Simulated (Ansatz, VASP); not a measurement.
This is a calculation of ScRu3 for VASP 6.6.1.

File INCAR:

```
ALGO     = Normal         # electronic algorithm
EDIFF    = 1E-7           # SCF threshold, eV
ENCUT    = 520            # plane-wave cutoff, eV
GGA      = PE             # functional
ISIF     = 2              # what is computed and relaxed
ISMEAR   = -1             # smearing method
LASPH    = True           # aspherical terms in the spheres
LCHARG   = False          # write CHGCAR
LREAL    = False          # projectors in reciprocal space
LWAVE    = False          # write WAVECAR
NBANDS   = 34             # bands
NELM     = 80             # most SCF steps
PREC     = Accurate       # precision mode
SIGMA    = 0.05           # smearing width, eV
```

File KPOINTS:

```
k-points
0
Gamma
  7 7 7
```

Contents of POSCAR:

```
ScRu3
1.0
   -1.9492590000      1.9492590000      4.0222910000
    1.9492590000     -1.9492590000      4.0222910000
    1.9492590000      1.9492590000     -4.0222910000
Ru Sc
3 1
Direct
    0.5000000000      0.5000000000      0.0000000000
    0.2500000000      0.7500000000      0.5000000000
    0.7500000000      0.2500000000      0.5000000000
    0.0000000000      0.0000000000      0.0000000000
```

Potentials or basis: VASP PAW PBE potentials, release 64 (Ru_pv, Sc_sv).

Run with:

```console
$ cat potpaw_PBE.64/Ru_pv/POTCAR potpaw_PBE.64/Sc_sv/POTCAR > POTCAR
$ mpirun -np 1 vasp_std > vasp.out
```

Task: Set up the same calculation for Ansatz 0.2.0. Potentials there: Ansatz PAW.

Result: As run (the cutoff follows the program's own potentials):

File input.yaml:

```yaml
crystal:
  lattice:
    - [-1.949259, 1.949259, 4.022291]
    - [1.949259, -1.949259, 4.022291]
    - [1.949259, 1.949259, -4.022291]
  atoms:
    - { symbol: Ru, position: [0.5, 0.5, 0.0] }
    - { symbol: Ru, position: [0.25, 0.75, 0.5] }
    - { symbol: Ru, position: [0.75, 0.25, 0.5] }
    - { symbol: Sc, position: [0.0, 0.0, 0.0] }
hamiltonian:
  xc: pbe
  pseudopotentials: { kind: paw }
kpoints:
  mp_grid: { grid: [7, 7, 7] }
scf:
  occupations: { method: fermi_dirac, width: 0.05 }
output:
  forces: true
  stress: true
  eigenvalues: true
```

Potentials or basis: Ansatz PAW.

Command:

```console
$ ansatz run input.yaml --threads 2 --pin off --max-ram 5632MiB --backend cpu --events-out ev --progress --plain --runs-dir out
```

Both were run:

|  | VASP | Ansatz | Ansatz less VASP |
| --- | --- | --- | --- |
| gap on the k mesh at the Fermi level (eV) | none | none | - |
| pressure (GPa) | -1.5 | -1.7 | -0.21 |
| largest component of the traceless stress (GPa) | 0.40 | 0.41 | +0.012 |

A gap of «none» marks a metal or a gap that the smearing closes. The two sets of potentials don't hold the same shells in valence.
